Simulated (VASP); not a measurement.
**YbS (space group Fm-3m): computed properties**

The numbers are results of SCAN meta-GGA, VASP's PBE PAW potentials (set 64) (plane waves; VASP), not measurements.

```yaml
space_group: Fm-3m (225)
cell: a = b = c = 5.5749 Å, α = β = γ = 90.00°
volume_per_atom: 21.66 Å³/atom
band gap (over mesh and band path): 2.44 eV
smallest direct gap (over mesh and band path): 3.16 eV
band_edge_character_without_spin_orbit_coupling: indirect, Γ to X
band_gap_with_spin_orbit_coupling: 2.37 eV
density: 7.86 g/cm³
mean ε∞ (independent particles): 5.26
```

```cif
data_SYb
_chemical_formula_sum 'Yb1 S1'
_space_group_name_H-M_alt 'P 1'
_space_group_IT_number 1
_cell_length_a 3.94202
_cell_length_b 3.94202
_cell_length_c 3.94202
_cell_angle_alpha 60.000
_cell_angle_beta 60.000
_cell_angle_gamma 60.000
loop_
_space_group_symop_operation_xyz
  'x, y, z'
loop_
_atom_site_label
_atom_site_type_symbol
_atom_site_fract_x
_atom_site_fract_y
_atom_site_fract_z
_atom_site_occupancy
Yb1 Yb 0.50000 0.50000 0.50000 1
S1 S 0.00000 0.00000 0.00000 1
```

The 4f electrons are frozen in the core of the lanthanide potential, so 4f levels, which can set the real gap, and their magnetism are missing.

The structure comes from a measured YbS entry (Fm-3m) of the Crystallography Open Database, whose conditions weren't checked. It was relaxed first, which changed the volume by -5 %. Symmetry was kept, so distortions that lower it aren't found.
